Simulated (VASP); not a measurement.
These are PBEsol GGA, VASP's PBE PAW potentials (set 64) (plane waves; VASP) values and carry that method's errors.

VASP input:

**INCAR**
```
SYSTEM=W2N
PREC=Accurate; ENCUT=520; LREAL=.FALSE.
LASPH=.TRUE.
EDIFF=1E-6; NELM=100; ALGO=Normal
LMAXMIX=6
ISMEAR=1; SIGMA=0.1
GGA=PS
IBRION=2; NSW=60; ISIF=3
EDIFFG=-0.02
LWAVE=.FALSE.; LCHARG=.FALSE.
```

File KPOINTS:
```
kpoints
0
Gamma
11 11 5
0 0 0
```

POSCAR:
```
W2N
1
    2.8109396183    -0.0000000210    -0.0000000000
   -1.4054693449     2.4343453327    -0.0000000000
   -0.0000000000    -0.0000000000     5.2659683685
N W
1 2
Direct
  0.0000000000   0.0000000000   0.0000000000
  0.3333330000   0.6666670000   0.2709936584
  0.6666670000   0.3333330000   0.7290063416
```

POTCAR, in this order: N W_sv (PBE.64 set). Program: vasp_std.

Output of the run:

File OSZICAR:
```
...
   1 F= -.36280760E+02 E0= -.36280262E+02  d E =-.362808E+02
       N       E                     dE             d eps       ncg     rms          rms(c)
DAV:   1    -0.362881436585E+02   -0.73837E-02   -0.18708E+00  3208   0.224E+01    0.173E+00
DAV:   2    -0.362874724126E+02    0.67125E-03   -0.22143E-01  2732   0.432E+00    0.531E-01
DAV:   3    -0.362825361433E+02    0.49363E-02   -0.22872E-02  3260   0.136E+00    0.242E-01
DAV:   4    -0.362823039509E+02    0.23219E-03   -0.17309E-03  3144   0.397E-01    0.218E-01
DAV:   5    -0.362822971742E+02    0.67766E-05   -0.24485E-04  3212   0.166E-01    0.660E-02
DAV:   6    -0.362822583789E+02    0.38795E-04   -0.14334E-04  3040   0.108E-01    0.955E-03
DAV:   7    -0.362822573768E+02    0.10021E-05   -0.14332E-05  3168   0.392E-02    0.280E-03
DAV:   8    -0.362822574360E+02   -0.59185E-07   -0.81706E-07  1848   0.860E-03
   2 F= -.36282257E+02 E0= -.36281901E+02  d E =-.149724E-02
       N       E                     dE             d eps       ncg     rms          rms(c)
DAV:   1    -0.362845023608E+02   -0.22450E-02   -0.30784E-01  3220   0.906E+00    0.707E-01
DAV:   2    -0.362843883520E+02    0.11401E-03   -0.35903E-02  2728   0.174E+00    0.217E-01
DAV:   3    -0.362835554015E+02    0.83295E-03   -0.38810E-03  3236   0.572E-01    0.103E-01
DAV:   4    -0.362835196989E+02    0.35703E-04   -0.30361E-04  3184   0.165E-01    0.915E-02
DAV:   5    -0.362835237645E+02   -0.40656E-05   -0.43979E-05  3192   0.680E-02    0.275E-02
DAV:   6    -0.362835186117E+02    0.51528E-05   -0.28653E-05  3084   0.490E-02    0.428E-03
DAV:   7    -0.362835182175E+02    0.39417E-06   -0.27245E-06  2376   0.172E-02
   3 F= -.36283518E+02 E0= -.36283063E+02  d E =-.275802E-02
       N       E                     dE             d eps       ncg     rms          rms(c)
DAV:   1    -0.362909175112E+02   -0.73989E-02   -0.49361E-01  2864   0.105E+01    0.134E+00
DAV:   2    -0.362852308054E+02    0.56867E-02   -0.51210E-02  2720   0.227E+00    0.435E-01
DAV:   3    -0.362829770849E+02    0.22537E-02   -0.65393E-03  3212   0.783E-01    0.152E-01
DAV:   4    -0.362829862456E+02   -0.91606E-05   -0.24100E-04  3308   0.145E-01    0.833E-02
DAV:   5    -0.362829789080E+02    0.73376E-05   -0.10055E-04  3180   0.956E-02    0.126E-02
DAV:   6    -0.362829792472E+02   -0.33923E-06   -0.57976E-06  3040   0.241E-02
   4 F= -.36282979E+02 E0= -.36282678E+02  d E =0.538970E-03
       N       E                     dE             d eps       ncg     rms          rms(c)
DAV:   1    -0.362868550183E+02   -0.38761E-02   -0.18168E-01  2868   0.642E+00    0.809E-01
DAV:   2    -0.362847349200E+02    0.21201E-02   -0.18866E-02  2720   0.137E+00    0.263E-01
DAV:   3    -0.362839172497E+02    0.81767E-03   -0.23764E-03  3208   0.471E-01    0.894E-02
DAV:   4    -0.362839168486E+02    0.40109E-06   -0.86714E-05  3332   0.865E-02    0.498E-02
DAV:   5    -0.362839090024E+02    0.78462E-05   -0.33055E-05  3164   0.544E-02    0.730E-03
DAV:   6    -0.362839088898E+02    0.11253E-06   -0.16415E-06  2008   0.134E-02
   5 F= -.36283909E+02 E0= -.36283490E+02  d E =-.390672E-03
       N       E                     dE             d eps       ncg     rms          rms(c)
DAV:   1    -0.362867025019E+02   -0.27935E-02   -0.82667E-02  2720   0.302E+00    0.263E-01
DAV:   2    -0.362848815947E+02    0.18209E-02   -0.38628E-03  2944   0.637E-01    0.132E-01
DAV:   3    -0.362843281594E+02    0.55344E-03   -0.14915E-03  3204   0.343E-01    0.213E-02
DAV:   4    -0.362843236875E+02    0.44719E-05   -0.12587E-04  2984   0.115E-01    0.124E-02
DAV:   5    -0.362843228017E+02    0.88585E-06   -0.71076E-06  3360   0.235E-02
   6 F= -.36284323E+02 E0= -.36284033E+02  d E =-.413912E-03
       N       E                     dE             d eps       ncg     rms          rms(c)
DAV:   1    -0.363042780403E+02   -0.19954E-01   -0.74359E-01  2720   0.905E+00    0.749E-01
DAV:   2    -0.362895550942E+02    0.14723E-01   -0.33812E-02  2952   0.185E+00    0.394E-01
DAV:   3    -0.362844252761E+02    0.51298E-02   -0.14844E-02  3184   0.107E+00    0.672E-02
DAV:   4    -0.362843519672E+02    0.73309E-04   -0.11712E-03  2984   0.346E-01    0.412E-02
DAV:   5    -0.362843470490E+02    0.49181E-05   -0.61236E-05  3220   0.700E-02    0.203E-02
DAV:   6    -0.362843458798E+02    0.11692E-05   -0.21090E-05  3364   0.419E-02    0.834E-03
DAV:   7    -0.362843442931E+02    0.15867E-05   -0.38228E-06  2500   0.188E-02    0.154E-03
DAV:   8    -0.362843442501E+02    0.43045E-07   -0.36914E-07  1572   0.561E-03
   7 F= -.36284344E+02 E0= -.36284435E+02  d E =-.435360E-03
       N       E                     dE             d eps       ncg     rms          rms(c)
DAV:   1    -0.362925062984E+02   -0.81620E-02   -0.28896E-01  2720   0.566E+00    0.480E-01
DAV:   2    -0.362865284639E+02    0.59778E-02   -0.13330E-02  2928   0.117E+00    0.241E-01
DAV:   3    -0.362846747445E+02    0.18537E-02   -0.50044E-03  3180   0.625E-01    0.388E-02
DAV:   4    -0.362846621864E+02    0.12558E-04   -0.46018E-04  2984   0.221E-01    0.235E-02
DAV:   5    -0.362846566411E+02    0.55453E-05   -0.30517E-05  3424   0.510E-02    0.957E-03
DAV:   6    -0.362846561928E+02    0.44829E-06   -0.22276E-06  2176   0.155E-02
   8 F= -.36284656E+02 E0= -.36284574E+02  d E =-.747303E-03
       N       E                     dE             d eps       ncg     rms          rms(c)
DAV:   1    -0.362866291645E+02   -0.19725E-02   -0.72117E-02  2720   0.282E+00    0.237E-01
DAV:   2    -0.362851639167E+02    0.14652E-02   -0.32925E-03  2940   0.584E-01    0.122E-01
DAV:   3    -0.362846794385E+02    0.48448E-03   -0.13781E-03  3168   0.327E-01    0.204E-02
DAV:   4    -0.362846728017E+02    0.66369E-05   -0.11845E-04  2968   0.112E-01    0.122E-02
DAV:   5    -0.362846722004E+02    0.60127E-06   -0.43322E-06  2740   0.183E-02
   9 F= -.36284672E+02 E0= -.36284719E+02  d E =-.763311E-03
       N       E                     dE             d eps       ncg     rms          rms(c)
DAV:   1    -0.362849281456E+02   -0.25534E-03   -0.81243E-03  2720   0.946E-01    0.809E-02
DAV:   2    -0.362847556130E+02    0.17253E-03   -0.37812E-04  2916   0.199E-01    0.411E-02
DAV:   3    -0.362847005742E+02    0.55039E-04   -0.15063E-04  3164   0.108E-01    0.647E-03
DAV:   4    -0.362847001768E+02    0.39741E-06   -0.13814E-05  2980   0.384E-02    0.388E-03
DAV:   5    -0.362847000162E+02    0.16057E-06   -0.49494E-07  1644   0.710E-03
  10 F= -.36284700E+02 E0= -.36284712E+02  d E =-.791126E-03
       N       E                     dE             d eps       ncg     rms          rms(c)
DAV:   1    -0.362846388488E+02    0.61328E-04   -0.52658E-02  2904   0.384E+00    0.323E-01
DAV:   2    -0.362847563754E+02   -0.11753E-03   -0.74451E-03  2732   0.783E-01    0.108E-01
DAV:   3    -0.362846666612E+02    0.89714E-04   -0.35639E-04  3412   0.190E-01    0.271E-02
DAV:   4    -0.362846595453E+02    0.71159E-05   -0.32102E-05  3140   0.475E-02    0.163E-02
DAV:   5    -0.362846581826E+02    0.13627E-05   -0.44044E-06  2644   0.188E-02    0.103E-02
DAV:   6    -0.362846575048E+02    0.67787E-06   -0.10400E-06  1620   0.112E-02
  11 F= -.36284658E+02 E0= -.36284649E+02  d E =0.425115E-04
       N       E                     dE             d eps       ncg     rms          rms(c)
DAV:   1    -0.362847452086E+02   -0.87026E-04   -0.17157E-02  2912   0.219E+00    0.184E-01
DAV:   2    -0.362847836484E+02   -0.38440E-04   -0.24145E-03  2732   0.446E-01    0.617E-02
DAV:   3    -0.362847547563E+02    0.28892E-04   -0.11589E-04  3412   0.109E-01    0.155E-02
DAV:   4    -0.362847532453E+02    0.15110E-05   -0.10311E-05  3144   0.270E-02    0.937E-03
DAV:   5    -0.362847532154E+02    0.29870E-07   -0.12803E-06  1972   0.107E-02
  12 F= -.36284753E+02 E0= -.36284756E+02  d E =-.531992E-04
```

### OUTCAR
```
------------------------ aborting loop because EDIFF is reached ----------------------------------------
  FORCE on cell =-STRESS in cart. coord.  units (eV):
  Direction    XX          YY          ZZ          XY          YZ          ZX
  --------------------------------------------------------------------------------------
  Total       -0.0330231     -0.0330231     -0.0524185     -0.0000000      0.0000000      0.0000000
  in kB       -1.4618271     -1.4618273     -2.3203962     -0.0000003      0.0000000      0.0000000
  external PRESSURE =      -1.7480169 kB  Pullay stress =       0.0000000 kB
  volume of cell :       36.19
      direct lattice vectors                 reciprocal lattice vectors
     2.804089663 -0.000000022  0.000000000     0.356621979  0.205895710 -0.000000000
    -1.402044369  2.428413096  0.000000000     0.000000003  0.411791555 -0.000000000
     0.000000000  0.000000000  5.315183819    -0.000000000 -0.000000000  0.188140248
 POSITION                                       TOTAL-FORCE (eV/Angst)
 -----------------------------------------------------------------------------------
      0.00000      0.00000      0.00000        -0.000000     -0.000000      0.000000
     -0.00000      1.61894      1.43001         0.000000      0.000000      0.009771
      1.40205      0.80947      3.88517        -0.000000     -0.000000     -0.009771
 -----------------------------------------------------------------------------------
    total drift:                               -0.000000      0.000000      0.000000
  FREE ENERGIE OF THE ION-ELECTRON SYSTEM (eV)
  ---------------------------------------------------
  free  energy   TOTEN  =       -36.2847532154 eV

  energy  without entropy=      -36.2847628585  energy(sigma->0) =      -36.28475643

 reached required accuracy - stopping structural energy minimisation
```
(Selected blocks of OUTCAR.)

### CONTCAR
```
W2N
   1.00000000000000
     2.8040896627858940   -0.0000000222122029    0.0000000000000000
    -1.4020443693683911    2.4284130963163912    0.0000000000000000
     0.0000000000000000    0.0000000000000000    5.3151838189691318
  N               W
     1     2
Direct
     0.0000000000000000    0.0000000000000000    0.0000000000000000
     0.3333330000000032    0.6666669999999968    0.2690424972361335
     0.6666669999999968    0.3333330000000032    0.7309575027638665
```

The structure was generated: W2N was put into the CdI2 type (P-3m1), which need not be its known phase. This run relaxes it. Symmetry was kept, so distortions that lower it aren't found. The start is the result of an earlier pass. The electron count is odd and the run is not spin-polarised, which forces a metal.
